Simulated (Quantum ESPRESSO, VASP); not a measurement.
VASP input:

KPOINTS:
```
Regular mesh
0
gamma
  9 9 9
0 0 0
```

File POSCAR:
```
CdSe
1
    0.0000000000     3.0250000000     3.0250000000
    3.0250000000     0.0000000000     3.0250000000
    3.0250000000     3.0250000000     0.0000000000
Cd Se
1 1
Direct
  0.0000000000   0.0000000000   0.0000000000
  0.2500000000   0.2500000000   0.2500000000
```

INCAR:
```
SYSTEM = CdSe
PREC = Accurate; ENCUT = 300; LREAL = .FALSE.
LASPH = .TRUE.
EDIFF = 1E-6; NELM = 100; ALGO = Normal
LMAXMIX = 4
ISMEAR = -1; SIGMA = 0.05
GGA = PE
ISIF = 2
LWAVE = .FALSE.; LCHARG = .FALSE.
```

POTCAR, in this order: Cd Se (PBE.64 set). Program: vasp_std.

**Question.** Write an input for Quantum ESPRESSO that does the same calculation.

**Answer.** One input that does it (PBE, SSSP 1.1.2 precision (PBE) pseudopotentials):
```
&CONTROL
    calculation = 'scf'
    outdir = './out'
    pseudo_dir = './'
    tprnfor = .true.
    tstress = .true.
/
&SYSTEM
    ibrav = 2
    celldm(1) = 11.4328430540
    nat = 2
    ntyp = 2
    ecutwfc = 55
    ecutrho = 440
    occupations = 'smearing'
    smearing = 'fd'
    degauss = 0.0036749
/
&ELECTRONS
    conv_thr = 1.0e-11
    mixing_beta = 0.7
/
ATOMIC_SPECIES
Cd   112.4140  Cd.pbe-dn-rrkjus_psl.0.3.1.UPF
Se    78.9710  Se_pbe_v1.uspp.F.UPF
ATOMIC_POSITIONS {angstrom}
Cd    0.0000000000    0.0000000000    0.0000000000
Se   -1.5125000000    1.5125000000    1.5125000000
K_POINTS {automatic}
9 9 9  0 0 0
```
Both inputs were run and reached self-consistency, which says nothing on mesh or cut-off. Potentials, basis and cut-offs are each code's own, so they don't translate, and total energies aren't comparable.

The structure is a typed CdSe crystal (F-43m). The cell was not relaxed at this level, and it may have been scaled.
